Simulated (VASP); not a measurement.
An input for Ansatz (written as the equivalent of a VASP run, and not itself run):

Ansatz 0.2 input:
```yaml
crystal:
  lattice:
    - [-1.6500000, 1.6500000, 1.6500000]
    - [1.6500000, -1.6500000, 1.6500000]
    - [1.6500000, 1.6500000, -1.6500000]
  atoms:
    - { symbol: Nb, position: [0.0000000, 0.0000000, 0.0000000] }
kpoints:
  mp_grid: { grid: [14, 14, 14] }
hamiltonian:
  xc: r2scan
  dispersion: rvv10
  pseudopotentials: { kind: paw }
scf:
  occupations: { method: methfessel_paxton, width: 0.1 }
  max_iter: 100
relax:
  max_steps: 60
  f_tol: 0.01
  cell: {}
output: { forces: true, stress: true, eigenvalues: true }
```

**Question.** Translate this input to VASP (INCAR, KPOINTS, POSCAR, choice of POTCAR).

**Answer.** One answer among several that fit: 
KPOINTS:
```
K-points
0
gamma
  14 14 14
0 0 0
```

### POSCAR
```
Nb
1.0
 -1.6500000000   1.6500000000   1.6500000000
  1.6500000000  -1.6500000000   1.6500000000
  1.6500000000   1.6500000000  -1.6500000000
Nb
1
direct
  0.0000000000   0.0000000000   0.0000000000
```

INCAR:
```
SYSTEM = Nb
PREC = Accurate
ENCUT = 520
EDIFF = 1E-6
NELM = 100
ALGO = Normal
LREAL = .FALSE.
LASPH = .TRUE.
ISMEAR = 1
SIGMA = 0.1
METAGGA = R2SCAN
LUSE_VDW = .TRUE.
BPARAM = 11.95
CPARAM = 0.0093
LMIXTAU = .TRUE.
LMAXMIX = 4
LWAVE = .FALSE.
LCHARG = .FALSE.
IBRION = 2
ISIF = 3
NSW = 60
EDIFFG = -0.01
```

POTCAR, in this order: Nb_sv (PBE.64 set). Program: vasp_std.

Limits of the translation: each code has its own PAW files, so the cut-off isn't converted (ENCUT is set for VASP's; basis.ecutwfc is left out, and Ansatz then takes the one that its files recommend); Ansatz stops its SCF on the density residual and VASP on the energy change (EDIFF).

The compound is Nb in the bcc structure. This run relaxes it. Symmetry was kept, so distortions that lower it aren't found.
